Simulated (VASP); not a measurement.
Method: PBEsol GGA, VASP's PBE PAW potentials (set 64) (plane waves; VASP 6.6.1).

The input files of a VASP run:

File POSCAR:
```
NaI
1.0
  0.0000000000   3.1980132767   3.1980132767
  3.1980132767   0.0000000000   3.1980132767
  3.1980132767   3.1980132767   0.0000000000
Na I
1 1
direct
  0.0000000000   0.0000000000   0.0000000000
  0.5000000000   0.5000000000   0.5000000000
```

INCAR:
```
# general
SYSTEM  = NaI
PREC    = Accurate
ENCUT   = 400
LREAL   = .FALSE.
LASPH   = .TRUE.

# electronic loop
EDIFF   = 1E-6
NELM    = 100
ALGO    = Normal
LMAXMIX = 4

# smearing
ISMEAR  = 0
SIGMA   = 0.05

# functional
GGA     = PS

# ions
IBRION  = 2
NSW     = 60
ISIF    = 3
EDIFFG  = -0.01

# output
LWAVE   = .FALSE.
LCHARG  = .FALSE.
```

**KPOINTS**
```
Automatic mesh
0
Gamma
7 7 7
0 0 0
```

POTCAR, in this order: Na_pv I (PBE.64 set). Program: vasp_std.

Output of the run:

**OSZICAR**
```
       N       E                     dE             d eps       ncg     rms          rms(c)
DAV:   1     0.673082442560E+02    0.67308E+02   -0.60359E+03   456   0.937E+02
DAV:   2    -0.767150414579E+00   -0.68075E+02   -0.64195E+02   484   0.215E+02
DAV:   3    -0.561025756676E+01   -0.48431E+01   -0.48213E+01   539   0.609E+01
DAV:   4    -0.573109930867E+01   -0.12084E+00   -0.12080E+00   532   0.106E+01
DAV:   5    -0.573471550910E+01   -0.36162E-02   -0.36161E-02   523   0.178E+00    0.144E+00
DAV:   6    -0.567789212931E+01    0.56823E-01   -0.77486E-02   500   0.238E+00    0.961E-01
DAV:   7    -0.566790297389E+01    0.99892E-02   -0.58201E-02   519   0.180E+00    0.506E-01
DAV:   8    -0.566879503736E+01   -0.89206E-03   -0.32809E-03   473   0.681E-01    0.101E-01
DAV:   9    -0.566876902433E+01    0.26013E-04   -0.10339E-04   515   0.138E-01    0.266E-02
DAV:  10    -0.566877403812E+01   -0.50138E-05   -0.21349E-05   506   0.656E-02    0.554E-03
DAV:  11    -0.566877425690E+01   -0.21878E-06   -0.24115E-06   491   0.195E-02
   1 F= -.56687743E+01 E0= -.56687743E+01  d E =-.566877E+01
```

**OUTCAR**
```
------------------------ aborting loop because EDIFF is reached ----------------------------------------
  FORCE on cell =-STRESS in cart. coord.  units (eV):
  Direction    XX          YY          ZZ          XY          YZ          ZX
  --------------------------------------------------------------------------------------
  Total       -0.0096454     -0.0096454     -0.0096454      0.0000000      0.0000000     -0.0000000
  in kB       -0.2362432     -0.2362432     -0.2362432      0.0000000      0.0000000     -0.0000000
  external PRESSURE =      -0.2362432 kB  Pullay stress =       0.0000000 kB
  volume of cell :       65.41
      direct lattice vectors                 reciprocal lattice vectors
     0.000000000  3.198013277  3.198013277    -0.156347068  0.156347068  0.156347068
     3.198013277  0.000000000  3.198013277     0.156347068 -0.156347068  0.156347068
     3.198013277  3.198013277  0.000000000     0.156347068  0.156347068 -0.156347068
  FREE ENERGIE OF THE ION-ELECTRON SYSTEM (eV)
  ---------------------------------------------------
  free  energy   TOTEN  =        -5.6687742569 eV

  energy  without entropy=       -5.6687742569  energy(sigma->0) =       -5.66877426

 reached required accuracy - stopping structural energy minimisation
```
(Selected blocks of OUTCAR.)

**OUTCAR**
```
 val. band max:        0.9706292655   @ k =   0.0000   0.0000   0.0000

 cond. band min:       4.5689656251   @ k =   0.0000   0.0000   0.0000


 Fermi energy:         1.2357609868

 k-point     1 :       0.0000    0.0000    0.0000
  band No.  band energies     occupation
      1     -21.2344      2.00000
      2     -21.2344      2.00000
      3     -21.2344      2.00000
      4     -10.1821      2.00000
      5       0.9706      2.00000
      6       0.9706      2.00000
      7       0.9706      2.00000
      8       4.5690      0.00000
      9       8.8144      0.00000
     10       8.8144      0.00000
     11       8.8144      0.00000

 k-point     2 :       0.1429    0.0000    0.0000
  band No.  band energies     occupation
      1     -21.2353      2.00000
      2     -21.2343      2.00000
      3     -21.2343      2.00000
      4     -10.1202      2.00000
      5       0.3444      2.00000
      6       0.9078      2.00000
      7       0.9078      2.00000
      8       5.2427      0.00000
      9       8.3753      0.00000
     10       9.0036      0.00000
     11       9.0036      0.00000

 k-point     3 :       0.2857    0.0000    0.0000
  band No.  band energies     occupation
      1     -21.2381      2.00000
      2     -21.2342      2.00000
      3     -21.2342      2.00000
      4      -9.9738      2.00000
      5      -0.6590      2.00000
      6       0.7751      2.00000
      7       0.7751      2.00000
      8       5.9378      0.00000
      9       8.6637      0.00000
     10       8.7777      0.00000
     11       8.7777      0.00000

 k-point     4 :       0.4286    0.0000    0.0000
  band No.  band energies     occupation
      1     -21.2403      2.00000
      2     -21.2344      2.00000
      3     -21.2344      2.00000
      4      -9.8483      2.00000
      5      -1.2932      2.00000
      6       0.6759      2.00000
      7       0.6759      2.00000
      8       5.9402      0.00000
      9       8.4211      0.00000
...
```

Unless said otherwise, spin-orbit coupling is left out, though it shifts the bands of the heavy elements here.

The compound is NaI in the rock salt structure. It was relaxed first. The start is the result of an earlier pass.
